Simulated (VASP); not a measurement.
# Native point defects of NbP

Aim: formation energies of the vacancies and antisites of NbP, in the two limits of its composition. The start is a computed cell from the Materials Project.

Program: VASP 6.6.1. Level of theory: PBEsol; plane waves and PAW (Nb_pv, P), in the first sound run; inputs show where later runs differ. Results are calculated unless marked as measured.

## (1) The host crystal

It takes space group I4_1md (No. 109, tetragonal). The conventional cell has a = 3.350 Å, b = 3.350 Å, c = 11.480 Å, α = 90.00°, β = 90.00°, γ = 90.00°. Nearest to Nb lie 6 P at 2.55 Å. Nearest to P lie 6 Nb at 2.55 Å. Farther neighbours are not listed.

## (2) The host at zero pressure

The later steps need the crystal at this functional's own lattice; a raised cutoff keeps the stress reliable while the cell changes.

Input file INCAR:

```
SYSTEM = NbP
PREC = Accurate
ENCUT = 350
EDIFF = 1E-06
NELM = 120
ISMEAR = 0
SIGMA = 0.05
LREAL = .FALSE.
ALGO = Normal
GGA = PS
NBANDS = 22
LASPH = .TRUE.
LORBIT = 11
LWAVE = .FALSE.
LCHARG = .FALSE.
KPAR = 8
IBRION = 2
NSW = 40
ISIF = 3
EDIFFG = -0.02
POTIM = 0.4
```

Input file POSCAR:

```
NbP
1.0
   -1.6749232544      1.6749232544      5.7401081759
    1.6749232544     -1.6749232544      5.7401081759
    1.6749232544      1.6749232544     -5.7401081759
Nb P
2 2
Direct
    0.2498808000      0.7498808000      0.5000000000
    0.4998808000      0.4998808000      0.0000000000
    0.8327477700      0.3327477700      0.5000000000
    0.0827477700      0.0827477700      0.0000000000
```

Input file KPOINTS:

```
Automatic mesh
0
Gamma
8 8 8
0 0 0
```

The projector-augmented-wave data sets are Nb_pv and P (PBE family, release 64).

On the command line:

```bash
> mpirun -np 8 vasp_std
```

What it wrote:

```text
[banner, memory and clock lines left out]
running    8 mpi-ranks, on    1 nodes
 distrk:  each k-point on    1 cores,    8 groups
 distr:  one band on    1 cores,    1 groups

 POSCAR found type information on POSCAR NbP
 POSCAR found :  2 types and       4 ions
|                                                                             |
|           W    W    AA    RRRRR   N    N  II  N    N   GGGG   !!!           |
|           W    W   A  A   R    R  NN   N  II  NN   N  G    G  !!!           |
|           W    W  A    A  R    R  N N  N  II  N N  N  G       !!!           |
|           W WW W  AAAAAA  RRRRR   N  N N  II  N  N N  G  GGG   !            |
|           WW  WW  A    A  R   R   N   NN  II  N   NN  G    G                |
|           W    W  A    A  R    R  N    N  II  N    N   GGGG   !!!           |
|                                                                             |
|     For optimal performance we recommend to set                             |
|       NCORE = 2 up to number-of-cores-per-socket                            |
|     NCORE specifies how many cores store one orbital (NPAR=cpu/NCORE).      |
|     This setting can greatly improve the performance of VASP for DFT.       |
|     The default, NCORE=1 might be grossly inefficient on modern             |
|     multi-core architectures or massively parallel machines. Do your        |
|     Unfortunately you need to use the default for GW and RPA                |
|     calculations (for HF NCORE is supported but not extensively tested      |
|     yet).                                                                   |
|                                                                             |

|                                                                             |
|               ----> ADVICE to this user running VASP <----                  |
|                                                                             |
|     You enforced a specific xc type in the INCAR file but a different       |
|     [... a line on the potential file left out ...]
|     I HOPE YOU KNOW WHAT YOU ARE DOING!                                     |
|                                                                             |

 LDA part: xc-table for (Slater+PW92), standard interpolation
 POSCAR, INCAR and KPOINTS ok, starting setup
 FFT: planning ... GRIDC
 FFT: planning ... GRID_SOFT
 FFT: planning ... GRID
 WAVECAR not read
 entering main loop
       N       E                     dE             d eps       ncg     rms          rms(c)
DAV:   1     0.246190874783E+03    0.24619E+03   -0.12373E+04  2644   0.111E+03
DAV:   2    -0.222385710778E+02   -0.26843E+03   -0.25756E+03  3068   0.496E+02
DAV:   3    -0.394006272147E+02   -0.17162E+02   -0.16111E+02  4184   0.997E+01
DAV:   4    -0.399255504302E+02   -0.52492E+00   -0.51866E+00  3832   0.172E+01
DAV:   5    -0.399374653469E+02   -0.11915E-01   -0.11891E-01  4000   0.282E+00    0.321E+01
DAV:   6    -0.375414463654E+02    0.23960E+01   -0.94070E+00  4208   0.275E+01    0.110E+01
DAV:   7    -0.374507693065E+02    0.90677E-01   -0.36357E-01  3480   0.443E+00    0.527E+00
DAV:   8    -0.374291395872E+02    0.21630E-01   -0.65760E-02  3744   0.160E+00    0.519E-01
DAV:   9    -0.374280988766E+02    0.10407E-02   -0.58948E-03  3624   0.479E-01    0.231E-01
DAV:  10    -0.374280733898E+02    0.25487E-04   -0.54509E-04  3880   0.244E-01    0.689E-02
DAV:  11    -0.374280535911E+02    0.19799E-04   -0.47775E-05  4016   0.600E-02    0.156E-02
DAV:  12    -0.374280518292E+02    0.17619E-05   -0.32236E-06  2936   0.158E-02    0.982E-03
DAV:  13    -0.374280520807E+02   -0.25146E-06   -0.53271E-07  2324   0.132E-02
   1 F= -.37428052E+02 E0= -.37427308E+02  d E =-.374281E+02
 curvature:   0.00 expect dE= 0.000E+00 dE for cont linesearch  0.000E+00
 trial: gam= 0.00000 g(F)=  0.956E-04 g(S)=  0.114E+00 ort = 0.000E+00 (trialstep = 0.100E+01)
 search vector abs. value=  0.114E+00
 bond charge predicted
       N       E                     dE             d eps       ncg     rms          rms(c)
DAV:   1    -0.379229597768E+02   -0.49491E+00   -0.13480E+01  3208   0.351E+01    0.110E+01
DAV:   2    -0.374960417921E+02    0.42692E+00   -0.12091E+00  3680   0.138E+01    0.227E+00
DAV:   3    -0.374218475956E+02    0.74194E-01   -0.12862E-01  3896   0.355E+00    0.740E-01
DAV:   4    -0.374101637858E+02    0.11684E-01   -0.35915E-02  3584   0.144E+00    0.629E-01
DAV:   5    -0.374103631783E+02   -0.19939E-03   -0.19862E-03  4192   0.476E-01    0.450E-01
DAV:   6    -0.374103988582E+02   -0.35680E-04   -0.63513E-04  3338   0.178E-01    0.349E-02
DAV:   7    -0.374103889763E+02    0.98819E-05   -0.98917E-05  4306   0.131E-01    0.386E-02
DAV:   8    -0.374103885212E+02    0.45511E-06   -0.12490E-05  3856   0.220E-02    0.159E-02
DAV:   9    -0.374103875261E+02    0.99512E-06   -0.96621E-07  2120   0.985E-03
   2 F= -.37410388E+02 E0= -.37409617E+02  d E =0.176646E-01
[...]
3 F= -.37453692E+02 E0= -.37452897E+02  d E =-.256399E-01
[...]
4 F= -.37453688E+02 E0= -.37452893E+02  d E =-.256362E-01
[...]
5 F= -.37454631E+02 E0= -.37453838E+02  d E =-.942756E-03
[...]
6 F= -.37455044E+02 E0= -.37454407E+02  d E =-.135579E-02
[...]
7 F= -.37455111E+02 E0= -.37454422E+02  d E =-.142240E-02
 curvature:  -1.02 expect dE=-0.232E-03 dE for cont linesearch -0.254E-08
 trial: gam= 0.13962 g(F)=  0.184E-03 g(S)=  0.439E-04 ort =-0.184E-05 (trialstep = 0.113E+01)
 search vector abs. value=  0.254E-03
 bond charge predicted
       N       E                     dE             d eps       ncg     rms          rms(c)
DAV:   1    -0.374550198916E+02    0.91184E-04   -0.23196E-02  3104   0.194E+00    0.174E-01
DAV:   2    -0.374552170405E+02   -0.19715E-03   -0.37326E-03  3294   0.518E-01    0.568E-02
DAV:   3    -0.374552059937E+02    0.11047E-04   -0.17344E-04  4216   0.122E-01    0.186E-02
DAV:   4    -0.374552003419E+02    0.56518E-05   -0.10869E-05  3622   0.278E-02    0.104E-02
DAV:   5    -0.374551992927E+02    0.10492E-05   -0.13779E-06  2340   0.154E-02    0.113E-02
DAV:   6    -0.374551988890E+02    0.40372E-06   -0.59578E-07  1850   0.963E-03
   8 F= -.37455199E+02 E0= -.37454518E+02  d E =-.882463E-04
 trial-energy change:   -0.000088  1 .order   -0.000091   -0.000256    0.000074
 step:   0.8748(harm=  0.8748)  dis= 0.00130  next Energy=   -37.455210 (dE=-0.995E-04)
 reached required accuracy - stopping structural energy minimisation
```

Elapsed: 1.9 min, on 8 MPI ranks of Intel Xeon Platinum 8259CL at 2.50GHz (Skylake/Cascade Lake), shared host; peak memory 2.4 GiB.

The logs omit lines about the potential files and the build; timing stands in the text.

Parts of OUTCAR (step 2):

```text
ion  position               nearest neighbor table
   1  0.250  0.750  0.500-   4 2.55   4 2.55   3 2.55   3 2.55   3 2.55   3 2.55   2 3.32   2 3.32
                             2 3.32   2 3.32
   2  0.500  0.500  0.000-   3 2.55   3 2.55   4 2.55   4 2.55   4 2.55   4 2.55   1 3.32   1 3.32
                             1 3.32   1 3.32
   3  0.833  0.333  0.500-   2 2.55   2 2.55   1 2.55   1 2.55   1 2.55   1 2.55
   4  0.083  0.083  0.000-   1 2.55   1 2.55   2 2.55   2 2.55   2 2.55   2 2.55

  LATTYP: Found a body centered tetragonal cell.
 ALAT       =     3.3498465088
 C/A-ratio  =     3.4270872775

 Subroutine GETGRP returns: Found  8 space group operations
 (whereof  4 operations were pure point group operations)

The static configuration has the point symmetry C_2v.
 The point group associated with its full space group is C_4v.

 Found     59 irreducible k-points:

   k-points           NKPTS =     59   k-points in BZ     NKDIM =     59   number of bands    NBANDS=     22

   dimension x,y,z NGX =    40 NGY =   40 NGZ =   40
   dimension x,y,z NGXF=    80 NGYF=   80 NGZF=   80

   ENCUT  =  350.0 eV  25.72 Ry    5.07 a.u.   9.47  9.47  9.47*2*pi/ulx,y,z

   NELECT =      32.0000    total number of electrons

 k-points in reciprocal lattice and weights: Automatic mesh
   0.00000000  0.00000000  0.00000000       0.002
   0.12500000 -0.00000000  0.00000000       0.016
   0.25000000 -0.00000000  0.00000000       0.016
   0.37500000  0.00000000  0.00000000       0.016
   0.50000000 -0.00000000  0.00000000       0.008
   0.12500000  0.12500000  0.00000000       0.016
   0.25000000  0.12500000  0.00000000       0.031
   0.37500000  0.12500000  0.00000000       0.031
   0.50000000  0.12500000  0.00000000       0.031
[...]
-0.37500000 -0.37500000  0.37500000       0.004
   0.50000000  0.50000000  0.50000000       0.002

 average (electrostatic) potential at core
       1 -33.1618       2 -33.1618       3 -81.1072       4 -81.1072

 E-fermi :   7.2227

 k-point     1 :       0.0000    0.0000    0.0000
  band No.  band energies     occupation
    ...
     12       4.9646      2.00000
     13       5.0123      2.00000
     14       5.4826      2.00000
     15       5.8715      2.00000
     16       5.8715      2.00000
     17       8.0213      0.00000
     18       8.8505      0.00000
     19      10.0342      0.00000
     20      10.4749      0.00000
     21      10.4749      0.00000
    ...

 k-point     2 :       0.1250   -0.0000    0.0000
  band No.  band energies     occupation
    ...
     12       4.7962      2.00000
     13       5.1895      2.00000
     14       5.3953      2.00000
     15       5.7719      2.00000
     16       6.0860      2.00000
     17       7.7925      0.00000
     18       8.4996      0.00000
     19       9.5586      0.00000
     20      10.3184      0.00000
     21      10.6690      0.00000
    ...

 k-point     3 :       0.2500   -0.0000    0.0000
  band No.  band energies     occupation
    ...
     12       4.4272      2.00000
     13       5.3788      2.00000
     14       5.4396      2.00000
     15       5.5416      2.00000
     16       6.6707      2.00000
     17       7.4889      0.00000
     18       8.3657      0.00000
     19       8.9178      0.00000
     20       9.8387      0.00000
     21      10.5226      0.00000
    ...

  Total       -0.0474524     -0.0474524     -0.0442494      0.0000000      0.0000000      0.0000000
  in kB       -1.2114323     -1.2114323     -1.1296634      0.0000000      0.0000000      0.0000000
  external PRESSURE =      -1.1841760 kB  Pullay stress =       0.0000000 kB

  energy-cutoff  :      350.00
  volume of cell :       62.76
      direct lattice vectors                 reciprocal lattice vectors
    -1.665616407  1.665616407  5.655346715     0.000000000  0.300189166  0.088411909
     1.665616407 -1.665616407  5.655346715     0.300189166  0.000000000  0.088411909
     1.665616407  1.665616407 -5.655346715     0.300189166  0.300189166  0.000000000

 POSITION                                       TOTAL-FORCE (eV/Angst)
 -----------------------------------------------------------------------------------
      1.66562      0.00000      2.83061         0.000000     -0.000000     -0.004320
      0.00000      0.00000      5.65828        -0.000000      0.000000     -0.004320
     -0.00000      1.66562      3.75933        -0.000000      0.000000      0.004320
      0.00000      0.00000      0.93165         0.000000     -0.000000      0.004320
 -----------------------------------------------------------------------------------
    total drift:                               -0.000000     -0.000000     -0.000723

  FREE ENERGIE OF THE ION-ELECTRON SYSTEM (eV)
  ---------------------------------------------------
  free  energy   TOTEN  =       -37.4551988890 eV

  energy  without entropy=      -37.4538369779  energy(sigma->0) =      -37.45451793

 reached required accuracy - stopping structural energy minimisation

 total charge
# of ion       s       p       d       tot
------------------------------------------
    1        0.334   6.388   3.128   9.850
    2        0.334   6.388   3.128   9.850
    3        1.019   1.527   0.000   2.546
    4        1.019   1.527   0.000   2.546
--------------------------------------------------
tot          2.705  15.831   6.257  24.792

[... 3 further parts left out ...]
```

CONTCAR:

```
NbP
   1.00000000000000
    -1.6656164073121573    1.6656164073121573    5.6553467153352521
     1.6656164073121573   -1.6656164073121573    5.6553467153352521
     1.6656164073121573    1.6656164073121573   -5.6553467153352521
  Nb              P
     2     2
Direct
     0.2502592899472497    0.7502592899472496    0.5000000000000000
     0.5002592899472497    0.5002592899472497    0.0000000000000000
     0.8323692800527476    0.3323692800527475    0.5000000000000000
     0.0823692800527474    0.0823692800527474    0.0000000000000000
```

The gap is read on the k-mesh alone, so it is an upper bound where the band edges lie off the mesh. The gap is under twice the smearing width, so the edge states are partly filled and the run can't tell a small gap from a semimetal. The PAW data sets were made with PBE, which is usual practice but a small mismatch for other functionals. The run keeps the 8 symmetry operations of its start, so it cannot find a distortion of lower symmetry.

Step by step:

```tsv
step	energy less that of the first step (eV)	largest force (eV/Å)	pressure (GPa)	volume (Å³)
1	0.0000	0.0249	-4.94	64.41
2	0.0177	0.0298	7.15	60.78
3	-0.0256	0.0270	-0.03	62.80
4	-0.0256	0.0270	0.07	62.77
5	-0.0266	0.0307	0.09	62.74
6	-0.0270	0.0363	0.08	62.68
7	-0.0271	0.0345	0.08	62.70
8	-0.0271	0.0043	-0.12	62.76
```

```tsv
conventional cell, symmetrised	before	after	change
a (Å)	3.350	3.331	-0.6 %
b (Å)	3.350	3.331	-0.6 %
c (Å)	11.480	11.311	-1.5 %
volume (Å³/atom)	16.10	15.69	-2.6 %
```

The relaxed structure:

```cif
data_structure
_symmetry_space_group_name_H-M 'P 1'
_symmetry_Int_Tables_number 1
_cell_length_a 6.1263
_cell_length_b 6.1263
_cell_length_c 6.1263
_cell_angle_alpha 148.448
_cell_angle_beta 148.448
_cell_angle_gamma 45.225
_cell_volume 62.76
loop_
_atom_site_label
_atom_site_type_symbol
_atom_site_fract_x
_atom_site_fract_y
_atom_site_fract_z
_atom_site_occupancy
Nb1 Nb 0.25026 0.75026 0.50000 1
Nb2 Nb 0.50026 0.50026 0.00000 1
P3 P 0.83237 0.33237 0.50000 1
P4 P 0.08237 0.08237 0.00000 1
```

Numbers from this step:

```yaml
electronic_cycles: 57
electrons: 32
free_energy_toten: -37.46 eV
energy_at_zero_smearing: -37.45 eV
fermi_energy: 7.223 eV
labelled_metallic_from_the_levels_on_this_mesh: no
gap_on_the_k_mesh: 0.03200 eV
least_direct_gap_on_the_k_mesh: 0.03200 eV
```

The run ended after 8 ionic steps, 0.027 eV below its first step, once forces and stress met EDIFFG = -0.02.

(Part 1 of 4 ends here.)

[Lines on the potential files, build, host, timing and source positions are cut from VASP's logs without a mark.]

[Logs are printed without paths, hosts, clocks, repeated set-up lines and the standing remarks that a program may print on its own settings, such as how far it seeks lower states.]

[Hosts, paths, dates, database ids (printed as entryN), source tags and the programs' standing remarks are cut or masked in the printed files.]

[In band tables of VASP the shares of atoms and orbitals are scaled to a sum of 1 inside the atoms' spheres.]

[Runs that stopped without an error message from VASP are left out.]
